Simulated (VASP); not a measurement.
Pd:

```xyz
1
Lattice="0.0000 1.9465 1.9465 1.9465 0.0000 1.9465 1.9465 1.9465 0.0000" Properties=species:S:1:pos:R:3 pbc="T T T"
Pd    0.0000    0.0000    0.0000
```

- Program: VASP 6.6.1
- Task: relaxation of cell and atoms
- Functional: PBEsol
- Potentials or basis: VASP PAW PBE potentials, release 64 (Pd)
- Cutoff: 600 eV
- k mesh: 16 × 16 × 16
- Occupations: methfessel-paxton, width 0.1 eV
- Spin: no spin polarisation

At the start: pressure -3.0 GPa; volume 14.75 Å³/atom.

Problem. Where does the relaxation end?

Solution. Over 3 steps the energy falls by 2.1 meV/atom and the volume is 14.53 Å³/atom (-1.5 %); space group Fm-3m (No. 225, to 0.05 Å).

Step by step:
```csv
step,energy change (eV),largest force (eV/Å),pressure (GPa),volume (Å³)
1,0.0000,0.0000,-2.99,14.75
2,0.0039,0.0000,5.51,14.17
3,-0.0021,0.0000,-0.01,14.53
```

Final structure:
```
Pd
1.0
     0.00000    1.93675    1.93675
     1.93675    0.00000    1.93675
     1.93675    1.93675    0.00000
Pd
1
Direct
  0.00000 0.00000 0.00000
```

Caveat: the PAW data sets were made with another functional, which shifts forces and pressure a little.
